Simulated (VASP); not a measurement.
These are PBEsol GGA, VASP's PBE PAW potentials (set 64) (plane waves; VASP) values and carry that method's errors.

A VASP calculation is set up with these files.

INCAR:
```
ALGO = Normal
EDIFF = 1E-6
ENCUT = 300
GGA = PS
ISIF = 2
ISMEAR = -1
ISPIN = 2
LASPH = .TRUE.
LCHARG = .FALSE.
LMAXMIX = 6
LORBIT = 11
LREAL = .FALSE.
LWAVE = .FALSE.
MAGMOM = 5*0.0 1.0
NELM = 100
PREC = Accurate
SIGMA = 0.136
SYSTEM = YbCdCu4
```

### KPOINTS
```
Automatic mesh
0
Gamma
5 5 5
0 0 0
```

POSCAR:
```
YbCdCu4
5.0423780
  0.0000000000   0.7071068452   0.7071068452
  0.7071068452   0.0000000000   0.7071068452
  0.7071068452   0.7071068452   0.0000000000
Cu Cd Yb
4 1 1
Cartesian
  0.5290997680   0.5290997680   0.5290997680
  0.5290997680   0.8851139224   0.8851139224
  0.8851139224   0.8851139224   0.5290997680
  0.8851139224   0.5290997680   0.8851139224
  0.0000000000   0.0000000000   0.0000000000
  1.0606602678   1.0606602678   1.0606602678
```

POTCAR, in this order: Cu Cd Yb (PBE.64 set). Program: vasp_std.

The resulting files:

**OSZICAR**
```
       N       E                     dE             d eps       ncg     rms          rms(c)
DAV:   1     0.616262162956E+03    0.61626E+03   -0.22853E+04  2584   0.346E+03
DAV:   2     0.844975572736E+02   -0.53176E+03   -0.50075E+03  2120   0.530E+02
DAV:   3    -0.174196733092E+02   -0.10192E+03   -0.96726E+02  2090   0.212E+02
DAV:   4    -0.283747645990E+02   -0.10955E+02   -0.10783E+02  3334   0.672E+01
DAV:   5    -0.301401302586E+02   -0.17654E+01   -0.17604E+01  3407   0.214E+01    0.520E+01
DAV:   6    -0.601725786214E+02   -0.30032E+02   -0.91035E+01  2708   0.525E+02    0.147E+02
DAV:   7    -0.325875801106E+02    0.27585E+02   -0.10936E+02  2125   0.110E+02    0.532E+01
DAV:   8    -0.359992388749E+02   -0.34117E+01   -0.57716E+01  2298   0.120E+02    0.620E+01
DAV:   9    -0.238677832373E+02    0.12131E+02   -0.51406E+01  2783   0.691E+01    0.148E+01
DAV:  10    -0.240351604821E+02   -0.16738E+00   -0.30857E+00  3035   0.152E+01    0.186E+01
DAV:  11    -0.239427267563E+02    0.92434E-01   -0.15249E-01  3200   0.320E+00    0.177E+01
DAV:  12    -0.236130438000E+02    0.32968E+00   -0.55627E-01  2258   0.113E+01    0.118E+01
DAV:  13    -0.236009837485E+02    0.12060E-01   -0.32275E-01  2862   0.746E+00    0.845E+00
DAV:  14    -0.236106659189E+02   -0.96822E-02   -0.42215E-02  2921   0.164E+00    0.830E+00
DAV:  15    -0.236109488645E+02   -0.28295E-03   -0.31704E-02  2698   0.276E+00    0.740E+00
DAV:  16    -0.236114854185E+02   -0.53655E-03   -0.17813E-02  3220   0.155E+00    0.554E+00
DAV:  17    -0.236095445641E+02    0.19409E-02   -0.53610E-03  2818   0.770E-01    0.406E+00
DAV:  18    -0.236095334980E+02    0.11066E-04   -0.61300E-04  3206   0.206E-01    0.335E+00
DAV:  19    -0.236076023180E+02    0.19312E-02   -0.13488E-03  2668   0.607E-01    0.256E+00
DAV:  20    -0.236061529015E+02    0.14494E-02   -0.23120E-03  2943   0.714E-01    0.135E+00
DAV:  21    -0.236060323034E+02    0.12060E-03   -0.85428E-04  3168   0.229E-01    0.871E-01
DAV:  22    -0.236059856513E+02    0.46652E-04   -0.10100E-04  2999   0.784E-02    0.732E-01
DAV:  23    -0.236059499234E+02    0.35728E-04   -0.18002E-05  2776   0.615E-02    0.436E-01
DAV:  24    -0.236058919209E+02    0.58002E-04   -0.16599E-04  2552   0.209E-01    0.845E-02
DAV:  25    -0.236058944186E+02   -0.24976E-05   -0.48661E-05  2917   0.553E-02    0.625E-02
DAV:  26    -0.236058984196E+02   -0.40010E-05   -0.96900E-06  1593   0.428E-02    0.391E-02
DAV:  27    -0.236058998785E+02   -0.14589E-05   -0.56647E-06  1860   0.271E-02    0.109E-02
DAV:  28    -0.236059001144E+02   -0.23592E-06   -0.27174E-06  1605   0.176E-02
   1 F= -.23605900E+02 E0= -.23406350E+02  d E =-.399101E+00  mag=     0.0004
```

**OUTCAR**
```
------------------------ aborting loop because EDIFF is reached ----------------------------------------
  FORCE on cell =-STRESS in cart. coord.  units (eV):
  Direction    XX          YY          ZZ          XY          YZ          ZX
  --------------------------------------------------------------------------------------
  Total       -2.1934796     -2.1934796     -2.1934796      0.0000000     -0.0000000     -0.0000000
  in kB      -38.7661667    -38.7661667    -38.7661667      0.0000000     -0.0000000     -0.0000000
  external PRESSURE =     -38.7661667 kB  Pullay stress =       0.0000000 kB
  volume of cell :       90.65
      direct lattice vectors                 reciprocal lattice vectors
     0.000000000  3.565500000  3.565500000    -0.140232786  0.140232786  0.140232786
     3.565500000  0.000000000  3.565500000     0.140232786 -0.140232786  0.140232786
     3.565500000  3.565500000  0.000000000     0.140232786  0.140232786 -0.140232786
 POSITION                                       TOTAL-FORCE (eV/Angst)
 -----------------------------------------------------------------------------------
      2.66792      2.66792      2.66792         0.028901      0.028901      0.028901
      2.66792      4.46308      4.46308         0.028901     -0.028901     -0.028901
      4.46308      4.46308      2.66792        -0.028901     -0.028901      0.028901
      4.46308      2.66792      4.46308        -0.028901      0.028901     -0.028901
      0.00000      0.00000      0.00000         0.000000     -0.000000     -0.000000
      5.34825      5.34825      5.34825         0.000000     -0.000000     -0.000000
 -----------------------------------------------------------------------------------
    total drift:                                0.000001      0.000001      0.000009
  FREE ENERGIE OF THE ION-ELECTRON SYSTEM (eV)
  ---------------------------------------------------
  free  energy   TOTEN  =       -23.6059001144 eV

  energy  without entropy=      -23.2067988942  energy(sigma->0) =      -23.40634950

 total charge

# of ion       s       p       d       f       tot
--------------------------------------------------
    1        0.479   0.374   9.150   0.000  10.003
    2        0.479   0.374   9.150   0.000  10.003
    3        0.479   0.374   9.150   0.000  10.003
    4        0.479   0.374   9.150   0.000  10.003
    5        0.527   0.395   9.423   0.000  10.345
    6        2.169   6.056   0.485  13.466  22.177
--------------------------------------------------
tot          4.614   7.947  46.507  13.466  72.534

 magnetization (x)

# of ion       s       p       d       f       tot
--------------------------------------------------
    1       -0.000   0.000   0.000   0.000   0.000
    2       -0.000   0.000   0.000   0.000   0.000
    3       -0.000   0.000   0.000   0.000   0.000
    4       -0.000   0.000   0.000   0.000   0.000
    5       -0.000   0.000  -0.000   0.000  -0.000
    6        0.000  -0.000   0.000   0.000   0.000
--------------------------------------------------
tot         -0.000  -0.000   0.000   0.000   0.000
```
(Selected blocks of OUTCAR.)

At this cut-off the stress carries a Pulay error, which pulls relaxed volumes low.

The structure comes from a measured YbCdCu4 entry (F-43m) of the Crystallography Open Database, whose conditions weren't checked. The cell was not relaxed at this level. The k-mesh is coarse (spacing up to 0.31 per Å, 2π included), so the numbers may not be converged in it.
